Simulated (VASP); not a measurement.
Consider the following.

```yaml
crystal:
  lattice:
    - [0.00000, 2.98359, 2.98359]
    - [2.98359, 0.00000, 2.98359]
    - [2.98359, 2.98359, 0.00000]
  atoms:
    - { symbol: Pb, position: [0.00000, 0.00000, 0.00000] }
    - { symbol: S, position: [0.50000, 0.50000, 0.50000] }
```

These are revTPSS meta-GGA, VASP's PBE PAW potentials (set 64) (plane waves; VASP) values and carry that method's errors. Settings: 520 eV cut-off, 9×9×9 Γ-centred mesh, tetrahedra with Blöchl corrections, potentials Pb_d S.

Unless said otherwise, spin-orbit coupling is left out, though it shifts the bands of the heavy elements here.

Task: What does the run give for the energy per atom (σ→0), band gap (over mesh and band path) with the smallest direct gap where there is one?

Result: 
| Quantity | Result |
|---|---|
| band gap (over mesh and band path) | 0.39 eV |
| smallest direct gap (over mesh and band path) | 0.39 eV |
| energy per atom (σ→0) | 16.934 eV/atom |

Only differences to runs with the same potentials and settings are physical.

The compound is PbS in the rock salt structure. It was relaxed first.
